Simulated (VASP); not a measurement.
Relaxed, unreconstructed slabs of Li (bcc). Method: PBEsol GGA, VASP's PBE PAW potentials (set 64) (plane waves; VASP).

Slab and bulk use different k-meshes, so the surface energy is good to a few per cent at best.

### Question
Order the faces (100) [6 atoms], (110) [4 atoms], (111) [10 atoms] by surface energy, lowest first.

### Answer
(100) [6 atoms] (0.46 J/m²), (110) [4 atoms] (0.52 J/m²), (111) [10 atoms] (0.54 J/m²)

### Question
And what are their work functions?

### Answer
(100) [6 atoms] 3.08 eV, (110) [4 atoms] 3.28 eV, (111) [10 atoms] 2.79 eV.

Runs of the series that failed, ran out of time, didn't relax or are held back are left out, and each face is given by its thickest slab.

The cell is a thin slab with vacuum, built from Li (bcc).
